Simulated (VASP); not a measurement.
Consider the following.

```
CsCl
1.0
    3.97631     0.00000     0.00000
    0.00000     3.97631     0.00000
    0.00000     0.00000     3.97631
Cs Cl
1 1
Direct
  0.00000   0.00000   0.00000
  0.50000   0.50000   0.50000
```

Method: LDA (Ceperley-Alder, Perdew-Zunger), VASP's LDA PAW potentials (set 64) (plane waves; VASP). Numerical set-up: 520 eV cut-off, 6×6×6 Γ-centred mesh, Gaussian smearing of 0.050 eV, potentials Cs_sv Cl.

Unless said otherwise, spin-orbit coupling is left out, though it shifts the bands of the heavy elements here.

What does the run give for the energy per atom (σ→0), band gap (on the k-mesh) with the smallest direct gap where there is one?

* **band gap (on the k-mesh)**: 4.97 eV
* **smallest direct gap (on the k-mesh)**: 4.97 eV
* **energy per atom (σ→0)**: -3.655 eV/atom

Only differences to runs with the same potentials and settings are physical.

The compound is CsCl in the CsCl type structure. It was relaxed first, which changed the volume by -10 %. The start is the result of an earlier pass.
